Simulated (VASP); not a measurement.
Given:

```
NaI
1.0
    0.00000     2.78249     2.78249
    2.78249     0.00000     2.78249
    2.78249     2.78249     0.00000
Na I
1 1
Direct
  0.00000   0.00000   0.00000
  0.50000   0.50000   0.50000
```

The numbers are results of PBEsol GGA, VASP's PBE PAW potentials (set 64) (plane waves; VASP 6.6.1), not measurements. Settings: 500 eV cut-off, 8×8×8 Γ-centred mesh, Gaussian smearing of 0.050 eV, potentials Na_pv I.

Unless said otherwise, spin-orbit coupling is left out, though it shifts the bands of the heavy elements here.

**Question.** What does the run give for the energy per atom (σ→0), pressure, band gap (on the k-mesh) with the smallest direct gap where there is one?

**Answer.** 
```
Item                                          Value
-----------------------------------  --------------
band gap (on the k-mesh)                    4.05 eV
smallest direct gap (on the k-mesh)         5.32 eV
energy per atom (σ→0)                -2.366 eV/atom
pressure                                  19.88 GPa
```

The absolute energy has meaning only against runs of the same code, potentials and settings.

The compound is NaI in the rock salt structure. It was relaxed first under an external pressure of 20 GPa.
